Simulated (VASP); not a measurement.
Input:

```yaml
crystal:
  lattice:
    - [5.24026, 0.00000, 0.00000]
    - [0.00000, 9.35694, 0.00000]
    - [0.00000, 0.00000, 5.55575]
  atoms:
    - { symbol: Ti, position: [0.13791, 0.37103, 0.40258] }
    - { symbol: Ti, position: [0.86209, 0.62897, 0.59742] }
    - { symbol: Ti, position: [0.36209, 0.62897, 0.90258] }
    - { symbol: Ti, position: [0.63791, 0.37103, 0.09742] }
    - { symbol: Ti, position: [0.63791, 0.12897, 0.59742] }
    - { symbol: Ti, position: [0.36209, 0.87103, 0.40258] }
    - { symbol: Ti, position: [0.86209, 0.87103, 0.09742] }
    - { symbol: Ti, position: [0.13791, 0.12897, 0.90258] }
    - { symbol: O, position: [0.46471, 0.26971, 0.38999] }
    - { symbol: O, position: [0.53529, 0.73029, 0.61001] }
    - { symbol: O, position: [0.03529, 0.73029, 0.88999] }
    - { symbol: O, position: [0.96471, 0.26971, 0.11001] }
    - { symbol: O, position: [0.96471, 0.23029, 0.61001] }
    - { symbol: O, position: [0.03529, 0.76971, 0.38999] }
    - { symbol: O, position: [0.53529, 0.76971, 0.11001] }
    - { symbol: O, position: [0.46471, 0.23029, 0.88999] }
    - { symbol: O, position: [0.81663, 0.01048, 0.85119] }
    - { symbol: O, position: [0.18337, 0.98952, 0.14881] }
    - { symbol: O, position: [0.68337, 0.98952, 0.35119] }
    - { symbol: O, position: [0.31663, 0.01048, 0.64881] }
    - { symbol: O, position: [0.31663, 0.48952, 0.14881] }
    - { symbol: O, position: [0.68337, 0.51048, 0.85119] }
    - { symbol: O, position: [0.18337, 0.51048, 0.64881] }
    - { symbol: O, position: [0.81663, 0.48952, 0.35119] }
```

Calculation: PBEsol GGA, VASP's PBE PAW potentials (set 64) (plane waves; VASP). Numerical set-up: LREAL = Auto, 400 eV cut-off, 4×3×4 Γ-centred mesh shifted by (0.5, 0.5, 0.5), Gaussian smearing of 0.010 eV, potentials Ti_sv O.

At this cut-off the stress carries a Pulay error, which pulls relaxed volumes low.

Q: Give the force on each atom (eV/Å).

A: 
```
atom      Fx      Fy      Fz
----  ------  ------  ------
Ti1    0.019   0.170   0.141
Ti2   -0.019  -0.170  -0.141
Ti3   -0.019  -0.170   0.141
Ti4    0.019   0.170  -0.141
Ti5    0.019  -0.170  -0.141
Ti6   -0.019   0.170   0.141
Ti7   -0.019   0.170  -0.141
Ti8    0.019  -0.170   0.141
O9    -0.110   0.107   0.068
O10    0.110  -0.107  -0.068
O11    0.110  -0.107   0.068
O12   -0.110   0.107  -0.068
O13   -0.110  -0.107  -0.068
O14    0.110   0.107   0.068
O15    0.110   0.107  -0.068
O16   -0.110  -0.107   0.068
O17    0.273   0.055   0.252
O18   -0.273  -0.055  -0.252
O19   -0.273  -0.055   0.252
O20    0.273   0.055  -0.252
O21    0.273  -0.055  -0.252
O22   -0.273   0.055   0.252
O23   -0.273   0.055  -0.252
O24    0.273  -0.055   0.252
```

Q: Give the stress tensor in GPa (positive for a compressed cell).

A: 
```
-19.58    0.00    0.00
  0.00  -19.24    0.00
  0.00    0.00  -18.74
```
The pressure is its mean diagonal, -19.19 GPa.

The structure comes from a computed database's TiO2 entry, a phase known from measurement. The cell was not relaxed at this level.
